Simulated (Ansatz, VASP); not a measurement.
# Au (Gold): VASP beside Ansatz

Aim: how closely do two programs agree when they are given the same cell, functional and k mesh?

Calculated with Ansatz 0.2.0; plane waves, with VASP 6.6.1 beside it; relaxation of cell and atoms at PBEsol.

The database entry behind the starting cell differs from later determinations by our own check (about 0.15 % short), so it need not match the best structure at ambient conditions.

## Step 1: Set-up

It takes space group Fm-3m (No. 225, cubic). Conventional cell: a = 4.072 Å, b = 4.072 Å, c = 4.072 Å, α = 90.00°, β = 90.00°, γ = 90.00°. Nearest to Au lie 12 Au at 2.88 Å.

## Step 2: Ansatz: relaxation of cell and atoms, PBEsol

Ansatz runs on its default PAW (the set named soft_2) files.

The relaxed volume is the usual yardstick between codes: its relative difference is about their pressure difference at one cell divided by the bulk modulus.

The input, input.yaml:

```yaml
crystal:
  lattice:
    - [0.0, 2.036, 2.036]
    - [2.036, 0.0, 2.036]
    - [2.036, 2.036, 0.0]
  atoms:
    - { symbol: Au, position: [0.0, 0.0, 0.0] }
hamiltonian:
  xc: pbesol
  pseudopotentials: { kind: paw }
kpoints:
  mp_grid: { grid: [8, 8, 8] }
scf:
  occupations: { method: fermi_dirac, width: 0.05 }
relax:
  f_tol: 0.01
  max_steps: 60
  cell: { stress_tol: 0.05 }
output:
  forces: true
  stress: true
```

On the command line:

```bash
$ ansatz run input.yaml --threads 4 --pin off --max-ram 9216MiB --backend cpu --events-out ev --progress --plain --runs-dir out
```

Numbers of over 12 decimals in the logs are rounded to 6 here.

The program printed:

```text
Engine: ansatz 0.2.0, aarch64-unknown-linux-gnu
Pseudopotentials: kind: paw
Pseudopotential: Au, paw, valence charge 19, recommended cutoff 420 eV (normal), Au.paw.azcp
Functional definition: PBEsol
  exchange = pbesol_x
  correlation = pbesol_c
Crystal: 1 atoms, lattice volume = 16.880 Å³
Basis set: ecut = 420 eV, 331 PW (Γ), exchange–correlation on 40×40×40 points (8 copies of the dense FFT grid, shifted against one another)
Bands: 14, of which v1, the nominal top of the filled ones, is band 10 counted from 1 (9 counted from 0)
Symmetry: 48 space group operations
Space group: Fm-3m (ITA 225), of the structure as read, at distance tolerance 2.6e-5 Å
k-points: 29 of 512
Non-local potential: Au, projectors of the file, l = 0: 3, l = 1: 2, l = 2: 2, l = 3: 1
PAW form: soft (Blöchl's): semilocal exchange-correlation on the pseudo side does not see the compensation charge
PAW frozen core: Au, regenerated for the run's functional, and the local potential with it (the file was generated under x = pbe(κ = 0.804, μ = 0.219515), c = pbe(β = 0.066725))
PAW one-centre angular grid: Au, 590 points (default); XC on 64 Gauss nodes
Initial density: superposition of atomic densities (neutral atoms: chi_scale 0, normalization atom), corrected by the library's trained network
Initial wavefunctions: pseudopotential atomic-orbital guess
Functional: x = pbesol(κ = 0.804, μ = 0.123457), c = pbesol(β = 0.046)
SCF iter   1: F=—  HF=-13007.061611 eV  |F-HF|=—  |Δ(HF+E_count)|=         —  Δρ=5.65e-3  dr2=4.62e-3  ethr=1.77e-3  ⟨swp⟩=4.8  Hψ=2067  notcnv=0
preconditioner: auto → none  [insulator: Δε(μ)=0.250 eV  Ē_g=16.081 eV  σ=0.050 eV  W_gap=0.81  n_scr=8 (ndim 8)  ℏωp=30.0 eV  f_vac=0.000  D(μ)=0.58/eV (n_scr^D=0)  ε∞_Penn≈4.5]
SCF iter   2: F=—  HF=-13007.060444 eV  |F-HF|=—  |Δ(HF+E_count)|=   1.17e-3  Δρ=1.94e-3  dr2=2.87e-4  ethr=2.43e-5  ⟨swp⟩=2.3  Hψ=853  notcnv=0  defer=3
SCF iter   3: F=—  HF=-13007.060368 eV  |F-HF|=—  |Δ(HF+E_count)|=   7.59e-5  Δρ=8.58e-4  dr2=2.50e-5  ethr=1.51e-6  ⟨swp⟩=2.4  Hψ=617  notcnv=0  defer=3
SCF iter   4: F=—  HF=-13007.060367 eV  |F-HF|=—  |Δ(HF+E_count)|=   1.52e-6  Δρ=7.41e-5  dr2=1.32e-7  ethr=1.32e-7  ⟨swp⟩=3.0  Hψ=588  notcnv=0  defer=3
iter 5 did not close the SCF: its close was put off for the readings that it lacked (scf_convergence_deferred on its scf_iter line)
SCF iter   5: F=-13007.060367 eV  HF=-13007.060367 eV  |F-HF|=1.18e-9  |Δ(HF+E_count)|=   2.91e-7  Δρ=6.78e-6  dr2=1.17e-9  ethr=6.95e-10  ⟨swp⟩=2.4  Hψ=540  notcnv=0  defer=3
SCF iter   6: F=-13007.060367 eV  HF=-13007.060367 eV  |F-HF|=7.28e-12  |Δ(HF+E_count)|=   1.11e-9  Δρ=5.88e-7  dr2=7.00e-12  ethr=6.15e-12  ⟨swp⟩=1.1  Hψ=1189  notcnv=0
SCF 1 converged in 6 iterations: F = -13007.060367 eV  dr2 = 7.00e-12
  greatest PAW one-centre occupation: 1.001 electrons in one spin orbital (limit 2), on the Au atom at site 0 (counted from 0), in its partial waves of l = 0
relax step   1: F+E_penalty+E_count = -13007.06036700 eV  Δ(F+E_penalty+E_count) = +0.000e0 eV  max|allowed force component| = 0.000e0 eV/Å  Δτ_max = 0.0000 Å  P = +2.452 GPa  Ω = 16.880 Å³  (6 SCF iters, dr2 threshold 1.00e-7 eV, accepted)
[...]
relax step   2: F+E_penalty+E_count = -13007.05630943 eV  Δ(F+E_penalty+E_count) = +4.058e-3 eV  max|allowed force component| = 0.000e0 eV/Å  Δτ_max = 0.0000 Å  P = -4.029 GPa  Ω = 17.545 Å³  energy of the carried Pulay correction = -1.901e-4 eV  (5 SCF iters, dr2 threshold 1.00e-7 eV, rejected (line search))
[...]
relax step   3: F+E_penalty+E_count = -13007.06203660 eV  Δ(F+E_penalty+E_count) = -1.670e-3 eV  max|allowed force component| = 0.000e0 eV/Å  Δτ_max = 0.0000 Å  P = -0.142 GPa  Ω = 17.126 Å³  energy of the carried Pulay correction = -7.107e-5 eV  (7 SCF iters, accepted)
[...]
relax step   4: F+E_penalty+E_count = -13007.06204697 eV  Δ(F+E_penalty+E_count) = -1.037e-5 eV  max|allowed force component| = 0.000e0 eV/Å  Δτ_max = 0.0000 Å  P = +0.001 GPa  Ω = 17.111 Å³  energy of the carried Pulay correction = -6.697e-5 eV  (2 SCF iters, dr2 threshold 5.07e-8 eV, accepted)
[...]
relax step   5: F+E_penalty+E_count = -13007.06211769 eV  Δ(F+E_penalty+E_count) = -7.072e-5 eV  max|allowed force component| = 0.000e0 eV/Å  Δτ_max = 0.0000 Å  P = -0.002 GPa  Ω = 17.111 Å³  stress off target by 2.29e-3 GPa  SCF on the basis re-selected at this cell (its energy is not comparable with the rows above)  (4 SCF iters)
basis re-selected at this cell: Δ(F+E_penalty+E_count) = -7.072e-5 eV, ΔP = -0.003 GPa vs the last step (what re-selecting the basis moved, of the pressure what is left beyond the Pulay correction that the steps carried, after the strain that the cell walked since its last selection, with what the two solves' SCF thresholds leave and, on support functions, any second-order correction that the steps lacked; it is no measure of the basis error at this ecutwfc). This SCF's stress stands 2.29e-3 GPa from its target on what of the cell is left free (relax.cell.stress_tol is 5.00e-2 GPa) and its largest allowed force component is 0.00e0 eV/Å (relax.f_tol is 1.00e-2 eV/Å): [rest of the remark cut]
SCF converged after 4 iterations
Free energy (F): -13007.062118 eV
Harris-Foulkes:  -13007.062118 eV  (|F-HF|=1.09e-11)
Internal energy: -13007.057187 eV  (E = F + TS)
E sigma→0 (E₀):  -13007.059652 eV
Entropy (-TS):   -0.004931 eV (-4.931 meV/atom)
Fermi energy:    20.292075 eV
--- Per-component energies (eV) ---
  E_band       = -211.921881
  E_kinetic    = 604.692155
  E_local      = -1712.325948  (includes V_loc(G=0)·N_el)
  E_nonlocal   = 77.683495
  E_hartree    = 728.138466
  E_xc         = -226.573889
  E_vxc        = -274.595903  (∫ρ·V_xc dr)
  E_paw        = -9565.754599  (= ΣΔE_a)
  E_vpaw       = -363.654036  (= ΣTr[D̂ρ^β])
  E_aug_tail   = 0.001423  (compensation charges beyond the density's cutoff)
  E_ewald      = -2913.227767
  E_core_change = 0.309479  (= ΣΔE_core)
  E_smearing   = -0.004931  (= −TS)
  E_closure    = -0.000000  (closes the sum)
  Σ components = -13007.062118   (vs F -13007.062118, Δ=0.00e0)
--- Forces (eV/Å), atoms counted from 1 ---
  atom   1  Au    -0.00000000     0.00000000    -0.00000000
  max |Σ_I F_I| component: 3.70e-32 eV/Å
--- Stress (GPa, compression-positive) ---
       -0.002291      -0.000000      -0.000000
       -0.000000      -0.002291      -0.000000
       -0.000000      -0.000000      -0.002291
  P = ⅓ Tr σ = -0.0023 GPa (-0.023 kbar)
--- Relaxed structure (4 steps of the walk, 3 accepted, 1 SCFs on fresh bases) ---
  F+E_penalty+E_count = -13007.06211769 eV   max|allowed force component| = 0.000e0 eV/Å   (the final SCF, on the basis selected at the relaxed cell)
  cell:  # Å, volume = 17.1113 Å³
    - [0, 2.045271, 2.045271]
    - [2.045271, 0, 2.045271]
    - [2.045271, 2.045271, 0]
  atoms:
    - { symbol: Au, position: [0.0, 0.0, 0.0] }
```

The job ended after 1.6 s (4 threads of Arm Neoverse N1, shared host; peak memory 0.25 GiB; 3.8 s of CPU time).

## Step 3: VASP: relaxation of cell and atoms, PBEsol

The same cell, functional, mesh and smearing now go to VASP, with its own data sets and cutoff.

Lines of VASP's logs that name or quote its potential files are left out, and so is its time.

The input, INCAR:

```
SYSTEM = Au
PREC = Accurate
ENCUT = 400
EDIFF = 1E-06
NELM = 100
ISMEAR = -1
SIGMA = 0.05
LREAL = .FALSE.
ALGO = Normal
GGA = PS
NBANDS = 11
LASPH = .TRUE.
LORBIT = 11
LWAVE = .FALSE.
LCHARG = .FALSE.
KPAR = 2
IBRION = 2
NSW = 60
ISIF = 3
EDIFFG = -0.01
```

The input, POSCAR:

```
Au
1.0
    0.0000000000      2.0360000000      2.0360000000
    2.0360000000      0.0000000000      2.0360000000
    2.0360000000      2.0360000000      0.0000000000
Au
1
Direct
    0.0000000000      0.0000000000      0.0000000000
```

The input, KPOINTS:

```
Automatic mesh
0
Gamma
8 8 8
0 0 0
```

Potentials, in the order of the species: Au (PBE family, release 64).

On the command line:

```bash
$ mpirun -np 2 vasp_std
```

The program printed:

```text
[banner, memory and clock lines left out]
running    2 mpi-ranks, on    1 nodes
 distrk:  each k-point on    1 cores,    2 groups
 distr:  one band on    1 cores,    1 groups

 POSCAR found type information on POSCAR Au
 POSCAR found :  1 types and       1 ions
|                                                                             |
|               ----> ADVICE to this user running VASP <----                  |
|                                                                             |
|     You enforced a specific xc type in the INCAR file but a different       |
|     [... a line on the potential file left out ...]
|     I HOPE YOU KNOW WHAT YOU ARE DOING!                                     |
|                                                                             |

 LDA part: xc-table for (Slater+PW92), standard interpolation
 POSCAR, INCAR and KPOINTS ok, starting setup
 FFT: planning ... GRIDC
 FFT: planning ... GRID_SOFT
 FFT: planning ... GRID
 WAVECAR not read
 entering main loop
       N       E                     dE             d eps       ncg     rms          rms(c)
DAV:   1     0.402488862981E+02    0.40249E+02   -0.47637E+03   686   0.704E+02
DAV:   2    -0.371069557997E+01   -0.43960E+02   -0.41945E+02   707   0.173E+02
DAV:   3    -0.421641122595E+01   -0.50572E+00   -0.50540E+00   728   0.181E+01
DAV:   4    -0.421792055483E+01   -0.15093E-02   -0.15093E-02   710   0.117E+00
DAV:   5    -0.421793115618E+01   -0.10601E-04   -0.10600E-04   725   0.944E-02    0.100E+01
DAV:   6    -0.391145221675E+01    0.30648E+00   -0.87507E-01   671   0.790E+00    0.618E+00
DAV:   7    -0.388824033999E+01    0.23212E-01   -0.79208E-02   713   0.234E+00    0.290E+00
DAV:   8    -0.388523548453E+01    0.30049E-02   -0.17429E-03   683   0.408E-01    0.279E-01
DAV:   9    -0.388522798105E+01    0.75035E-05   -0.79898E-06   719   0.253E-02    0.972E-03
DAV:  10    -0.388523095242E+01   -0.29714E-05   -0.10841E-06   670   0.871E-03    0.782E-04
DAV:  11    -0.388523101475E+01   -0.62326E-07   -0.37790E-08   367   0.168E-03
   1 F= -.38852310E+01 E0= -.38827609E+01  d E =-.388523E+01
 curvature:   0.00 expect dE= 0.000E+00 dE for cont linesearch  0.000E+00
 trial: gam= 0.00000 g(F)=  0.232E-62 g(S)=  0.774E-02 ort = 0.000E+00 (trialstep = 0.100E+01)
 search vector abs. value=  0.774E-02
 bond charge predicted
       N       E                     dE             d eps       ncg     rms          rms(c)
DAV:   1    -0.401868399472E+01   -0.13345E+00   -0.25375E+00   653   0.155E+01    0.222E+00
DAV:   2    -0.388837096535E+01    0.13031E+00   -0.39350E-01   659   0.522E+00    0.102E+00
DAV:   3    -0.388254272251E+01    0.58282E-02   -0.24242E-02   692   0.126E+00    0.742E-01
DAV:   4    -0.388246893928E+01    0.73783E-04   -0.78377E-04   659   0.195E-01    0.604E-02
DAV:   5    -0.388247735934E+01   -0.84201E-05   -0.35359E-05   738   0.384E-02    0.341E-03
DAV:   6    -0.388247843721E+01   -0.10779E-05   -0.97775E-07   672   0.736E-03    0.608E-04
DAV:   7    -0.388247841200E+01    0.25208E-07   -0.11887E-08   334   0.101E-03
   2 F= -.38824784E+01 E0= -.38800532E+01  d E =0.275260E-02
 trial-energy change:    0.002753  1 .order    0.002559   -0.007736    0.012855
 step:   0.3627(harm=  0.3757)  dis= 0.00000  next Energy=    -3.886625 (dE=-0.139E-02)
 bond charge predicted
       N       E                     dE             d eps       ncg     rms          rms(c)
DAV:   1    -0.394239966432E+01   -0.59921E-01   -0.10275E+00   656   0.981E+00    0.141E+00
DAV:   2    -0.388881124543E+01    0.53588E-01   -0.16396E-01   650   0.334E+00    0.536E-01
DAV:   3    -0.388658204178E+01    0.22292E-02   -0.95666E-03   701   0.784E-01    0.390E-01
DAV:   4    -0.388661503825E+01   -0.32996E-04   -0.44023E-04   656   0.139E-01    0.416E-02
DAV:   5    -0.388661006172E+01    0.49765E-05   -0.64471E-06   677   0.234E-02    0.359E-03
DAV:   6    -0.388661167486E+01   -0.16131E-05   -0.23352E-07   439   0.301E-03    0.484E-04
DAV:   7    -0.388661179758E+01   -0.12272E-06   -0.18066E-08   322   0.108E-03
   3 F= -.38866118E+01 E0= -.38841601E+01  d E =-.138078E-02
 curvature:  -0.19 expect dE=-0.218E-07 dE for cont linesearch -0.218E-07
 trial: gam= 0.00000 g(F)=  0.237E-62 g(S)=  0.116E-06 ort =-0.300E-04 (trialstep = 0.873E+00)
 search vector abs. value=  0.116E-06
 reached required accuracy - stopping structural energy minimisation
```

Parts of OUTCAR (step 3):

```text
ion  position               nearest neighbor table
   1  0.000  0.000  0.000-

  LATTYP: Found a face centered cubic cell.
 ALAT       =     4.0720000000

 Subroutine GETGRP returns: Found 48 space group operations
 (whereof 48 operations were pure point group operations)

The static configuration has the point symmetry O_h .

 Found     29 irreducible k-points:

   k-points           NKPTS =     29   k-points in BZ     NKDIM =     29   number of bands    NBANDS=     11

   dimension x,y,z NGX =    20 NGY =   20 NGZ =   20
   dimension x,y,z NGXF=    40 NGYF=   40 NGZF=   40

   ENCUT  =  400.0 eV  29.40 Ry    5.42 a.u.   4.70  4.70  4.70*2*pi/ulx,y,z

   NELECT =      11.0000    total number of electrons

 k-points in reciprocal lattice and weights: Automatic mesh
   0.00000000  0.00000000  0.00000000       0.002
   0.12500000  0.00000000  0.00000000       0.016
   0.25000000  0.00000000  0.00000000       0.016
   0.37500000  0.00000000  0.00000000       0.016
   0.50000000  0.00000000  0.00000000       0.008
   0.12500000  0.12500000  0.00000000       0.012
   0.25000000  0.12500000  0.00000000       0.047
   0.37500000  0.12500000  0.00000000       0.047
   0.50000000  0.12500000  0.00000000       0.047
[...]
-0.37500000  0.50000000  0.12500000       0.023
  -0.25000000  0.50000000  0.25000000       0.012

 average (electrostatic) potential at core
       1 -64.0995

 E-fermi :   9.1855

 k-point     1 :       0.0000    0.0000    0.0000
  band No.  band energies     occupation
    ...
      2       4.5785      2.00000
      3       4.5785      2.00000
      4       4.5785      2.00000
      5       6.1029      2.00000
      6       6.1029      2.00000
      7      23.7385      0.00000
      8      27.7195      0.00000
      9      27.7195      0.00000
     10      27.7195      0.00000
     11      32.5764      0.00000

 k-point     2 :       0.1250    0.0000    0.0000
  band No.  band energies     occupation
    ...
      2       4.4246      2.00000
      3       4.7430      2.00000
      4       4.7430      2.00000
      5       6.0440      2.00000
      6       6.0440      2.00000
      7      24.1846      0.00000
      8      25.1601      0.00000
      9      28.3292      0.00000
     10      28.3292      0.00000
     11      32.5911      0.00000

 k-point     3 :       0.2500    0.0000    0.0000
  band No.  band energies     occupation
    ...
      2       4.4309      2.00000
      3       4.8592      2.00000
      4       4.8592      2.00000
      5       6.2651      2.00000
      6       6.2651      2.00000
      7      20.3543      0.00000
      8      24.8018      0.00000
      9      29.1239      0.00000
     10      29.1239      0.00000
     11      30.9338      0.00000

  Total       -0.0008958     -0.0008958     -0.0008958      0.0000000      0.0000000      0.0000000
  in kB       -0.0840062     -0.0840062     -0.0840062      0.0000000      0.0000000      0.0000000
  external PRESSURE =      -0.0840062 kB  Pullay stress =       0.0000000 kB

  energy-cutoff  :      400.00
  volume of cell :       17.09
      direct lattice vectors                 reciprocal lattice vectors
     0.000000000  2.044236128  2.044236128    -0.244590140  0.244590140  0.244590140
     2.044236128  0.000000000  2.044236128     0.244590140 -0.244590140  0.244590140
     2.044236128  2.044236128  0.000000000     0.244590140  0.244590140 -0.244590140

 POSITION                                       TOTAL-FORCE (eV/Angst)
 -----------------------------------------------------------------------------------
      0.00000      0.00000      0.00000         0.000000      0.000000     -0.000000
 -----------------------------------------------------------------------------------
    total drift:                               -0.000000     -0.000000     -0.000000

  FREE ENERGIE OF THE ION-ELECTRON SYSTEM (eV)
  ---------------------------------------------------
  free  energy   TOTEN  =        -3.8866117976 eV

  energy  without entropy=       -3.8817083697  energy(sigma->0) =       -3.88416008

 reached required accuracy - stopping structural energy minimisation

 total charge
# of ion       s       p       d       tot
------------------------------------------
    1        0.539   0.352   8.751   9.642

[... 3 further parts left out ...]
```

This run has no spin polarisation. Its electron count is odd, so without a moment it is a metal by construction. The k-mesh is coarse for a metal.

## Step 4: Differences

Known differences besides the potentials themselves: both relaxations stop at a tolerance, which leaves soft axes loose, and VASP keeps its plane-wave basis; the data sets hold 19 valence electrons in Ansatz (default PAW (the set named soft_2) files) and 11 in VASP; the cutoff is 420 eV in Ansatz and 400 eV in VASP; Ansatz makes its cores anew for this functional, VASP keeps those of its PBE data sets; Ansatz adds a Pulay correction to the stress that steers its cell, VASP none. Total energies have different zeros and are not compared.

Compared:

```tsv
quantity	Ansatz	VASP	difference
volume (Å³)	17.11	17.09	+0.15 %
edge a after relaxation, in the typed setting (Å)	2.892	2.891	+0.05 %
```

The walks stopped with 0.00 GPa left in Ansatz and -0.01 GPa in VASP; each walk ends within a tolerance, so the volume difference is uncertain by about these residues over the bulk modulus, most in soft cells.

## Step 5: Summary of results

```yaml
difference_in_volume_relaxation_of_cell_and_atoms_pbesol: 0.15 %
```

What this shows: The difference in volume is 0.15 % (relaxation of cell and atoms, PBEsol), within the 1.2 % picked in this series as the mark of a large difference, as far as the stopping tolerances let one tell. How closely two codes agree says nothing of how well the functional describes the real material.

[Lines on the potential files, build, host, timing and source positions are cut from VASP's logs without a mark.]

[Logs are printed without paths, hosts, clocks, repeated set-up lines and the standing remarks that a program may print on its own settings, such as how far it seeks lower states.]

[Hosts, paths, dates, database ids (printed as entryN), source tags and the programs' standing remarks are cut or masked in the printed files.]
